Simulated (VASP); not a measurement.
Given:

```
CELL_PARAMETERS angstrom
      2.92086     0.00000     0.00000
      0.00000     2.92086     0.00000
      0.00000     0.00000     2.92086
ATOMIC_POSITIONS crystal
  Ga 0.50000 0.50000 0.50000
  Co 0.00000 0.00000 0.00000
```

All values below come from vdW-DF2, VASP's PBE PAW potentials (set 64) (plane waves; VASP). Settings: 520 eV cut-off, 12×12×12 Γ-centred mesh, first-order Methfessel-Paxton smearing of 0.10 eV, potentials Ga_d Co.

### Question
Predict the energy per atom (σ→0), pressure, band gap (on the k-mesh) with the smallest direct gap where there is one.

### Answer

```
Quantity                                                    Result
------------------------  ----------------------------------------
band gap (on the k-mesh)  none (metal, semimetal or under 0.01 eV)
energy per atom (σ→0)                               -1.502 eV/atom
pressure                                                  4.50 GPa
```

Only differences to runs with the same potentials and settings are physical.

The compound is CoGa in the CsCl type structure. This cell is one point of a volume scan, at 0.97 of the reference volume. The run is not spin-polarised, so no magnetic state was tried.
